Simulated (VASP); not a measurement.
```yaml
crystal:
  lattice:
    - [0.00000, 2.90375, 2.90375]
    - [2.90375, 0.00000, 2.90375]
    - [2.90375, 2.90375, 0.00000]
  atoms:
    - { symbol: Cu, position: [0.00000, 0.00000, 0.00000] }
    - { symbol: I, position: [0.25000, 0.25000, 0.25000] }
```

All values below come from LDA (Ceperley-Alder, Perdew-Zunger), VASP's LDA PAW potentials (set 64) (plane waves; VASP). Numerical set-up: 520 eV cut-off, 8×8×8 Γ-centred mesh, Gaussian smearing of 0.050 eV, potentials Cu I.

Unless said otherwise, spin-orbit coupling is left out, though it shifts the bands of the heavy elements here.

Q: Predict the energy per atom (σ→0), pressure, band gap (on the k-mesh) with the smallest direct gap where there is one.

A: 
band gap (on the k-mesh): 1.37 eV
smallest direct gap (on the k-mesh): 1.37 eV
energy per atom (σ→0): -337.1 kJ/mol of atoms
pressure: 1.83 GPa

Only differences to runs with the same potentials and settings are physical.

The compound is CuI in the zinc blende structure. This cell is one point of a volume scan, at 0.97 of the reference volume.
